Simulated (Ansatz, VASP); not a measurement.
**Li4C2F in VASP and in Ansatz**

The input INCAR:

```
SYSTEM = Li4C2F
PREC     = Accurate       ! precision mode
ENCUT    = 600            ! plane-wave cutoff, eV
EDIFF    = 1E-6           ! SCF threshold, eV
ISMEAR   = 0              ! smearing method
SIGMA    = 0.1            ! smearing width, eV
LREAL    = .False.        ! projectors in reciprocal space
LASPH    = .True.         ! aspherical terms in the spheres
NELM     = 100            ! most SCF steps
ALGO     = Normal         ! electronic algorithm
ISIF     = 3              ! what is computed and relaxed
LWAVE    = .False.        ! write WAVECAR
LCHARG   = .False.        ! write CHGCAR
GGA      = PE             ! functional
IBRION   = 2              ! ionic algorithm
NSW      = 100            ! ionic steps
EDIFFG   = -0.01          ! ionic threshold
```

KPOINTS

```
regular mesh
0
Gamma
  14 14 4
  0 0 0
```

POSCAR

```
Li4C2F
1.0
    2.7186885372      0.0000000000      0.0000000000
    0.0000000000      2.7186885372      0.0000000000
    0.0000000000      0.0000000000      9.7700297413
Li C F
4 2 1
Direct
    0.0000000000      0.0000000000      0.7130921649
    0.5000000000      0.5000000000      0.5000000000
    0.0000000000      0.0000000000      0.2869078351
    0.5000000000      0.5000000000      0.0000000000
    0.5000000000      0.5000000000      0.2051706367
    0.5000000000      0.5000000000      0.7948293633
    0.0000000000      0.0000000000      0.5000000000
```

Input for Ansatz:

```yaml
crystal:
  lattice:
    - [2.7186885372, 0.0, 0.0]
    - [0.0, 2.7186885372, 0.0]
    - [0.0, 0.0, 9.7700297413]
  atoms:
    - { symbol: Li, position: [0.0, 0.0, 0.7130921649] }
    - { symbol: Li, position: [0.5, 0.5, 0.5] }
    - { symbol: Li, position: [0.0, 0.0, 0.2869078351] }
    - { symbol: Li, position: [0.5, 0.5, 0.0] }
    - { symbol: C, position: [0.5, 0.5, 0.2051706367] }
    - { symbol: C, position: [0.5, 0.5, 0.7948293633] }
    - { symbol: F, position: [0.0, 0.0, 0.5] }
basis:
  ecutwfc: 420
kpoints:
  mp_grid: { grid: [14, 14, 4] }
hamiltonian:
  xc: pbe
scf:
  occupations: { method: gaussian, width: 0.1 }
output:
  forces: true
  stress: true
  eigenvalues: true
relax:
  adjacent_minimum: "off"
  f_tol: 0.01
  max_steps: 80
  cell: { stress_tol: 0.05 }
```

Change from the starting cell: ordered mixture with vacancies on the anion sites of rock salt (P4/mmm, No. 123).

Alike in both runs: task relaxation of cell and atoms; functional PBE; k mesh 14 × 14 × 4; occupations gaussian, width 0.1 eV; no spin polarisation.

|  | VASP | Ansatz |
| --- | --- | --- |
| version | VASP 6.6.1 | Ansatz 0.2.0 |
| potentials or method | VASP PAW PBE potentials, release 64 (Li_sv, C, F) | scalar-relativistic, plane waves, PAW |
| plane-wave cutoff (eV) | 600 | 420 |
| valence electrons in the cell | 27 | 27 |

VASP gave:

```
gap on the k mesh at the Fermi level, each at its own relaxed structure (eV) : none
relaxed volume (Å³/atom)                                                     : 10.21
relaxed cell length with the largest relative difference (Å)                 : 9.931
energy change over the relaxation (meV/atom)                                 : -2
```

What did Ansatz give for the same quantities?

gap on the k mesh at the Fermi level, each at its own relaxed structure (eV): none; relaxed volume (Å³/atom): 10.25; relaxed cell length with the largest relative difference (Å): 9.952; energy change over the relaxation (meV/atom): -2.

A gap of «none» marks a metal or a gap that the smearing closes.

Caveats: the cutoff is under 1.25 times the usual one of these potentials, so pressure, stress and relaxed cells hold a basis-set (Pulay) error (VASP); an odd number of electrons without spin polarisation forces a metal; a magnetic or distorted state may lie lower.
